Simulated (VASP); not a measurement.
A convergence study with VASP on SiO$_{2}$ (rutile): one setting is varied, all else stays as given below, so the limit is that of these other settings. Each run relaxes cell and ions from the cell shown. The basis is that of the starting cell, so low cut-offs carry a Pulay error.

```yaml
crystal:
  lattice:
    - [4.18000, 0.00000, 0.00000]
    - [0.00000, 4.18000, 0.00000]
    - [0.00000, 0.00000, 2.67000]
  atoms:
    - { symbol: Si, position: [0.00000, 0.00000, 0.00000] }
    - { symbol: Si, position: [0.50000, 0.50000, 0.50000] }
    - { symbol: O, position: [0.30600, 0.30600, 0.00000] }
    - { symbol: O, position: [0.80600, 0.19400, 0.50000] }
    - { symbol: O, position: [0.19400, 0.80600, 0.50000] }
    - { symbol: O, position: [0.69400, 0.69400, 0.00000] }
```

All values below come from PBE GGA, VASP's PBE PAW potentials (set 64) (plane waves; VASP). The tightest run used: 800 eV cut-off, 5×5×7 Γ-centred mesh, Gaussian smearing of 0.050 eV, potentials Si O.

Gaps are read on the run's mesh, which can miss a band edge.

```json
[
 {"setting": "ENCUT = 250", "relaxed volume (Å³/atom)": "6.458", "E (eV/atom)": "-8.5832", "gap on the mesh (eV)": "7.204", "plane waves": "439"},
 {"setting": "ENCUT = 300", "relaxed volume (Å³/atom)": "7.063", "E (eV/atom)": "-7.9811", "gap on the mesh (eV)": "6.919", "plane waves": "564"},
 {"setting": "ENCUT = 350", "relaxed volume (Å³/atom)": "7.494", "E (eV/atom)": "-7.7591", "gap on the mesh (eV)": "6.120", "plane waves": "706"},
 {"setting": "ENCUT = 400", "relaxed volume (Å³/atom)": "7.803", "E (eV/atom)": "-7.7230", "gap on the mesh (eV)": "5.462", "plane waves": "866"},
 {"setting": "ENCUT = 450", "relaxed volume (Å³/atom)": "7.979", "E (eV/atom)": "-7.7193", "gap on the mesh (eV)": "5.133", "plane waves": "1025"}
]
```

These are the cheaper rows. Estimate the results at ENCUT = 800, and how far the last row shown lies from them.

| quantity | tightest run | last row shown is off by |
|---|---|---|
| relaxed volume (Å³/atom) | 8.041 | -0.062 |
| E (eV/atom) | -7.7254 | 0.0060 |
| gap on the mesh (eV) | 5.026 | 0.108 |

Left out are rungs that failed or repeat a setting and relaxations that didn't move; long series are thinned to 24 rows.

The compound is SiO2 in the rutile structure, stishovite, a high-pressure form.
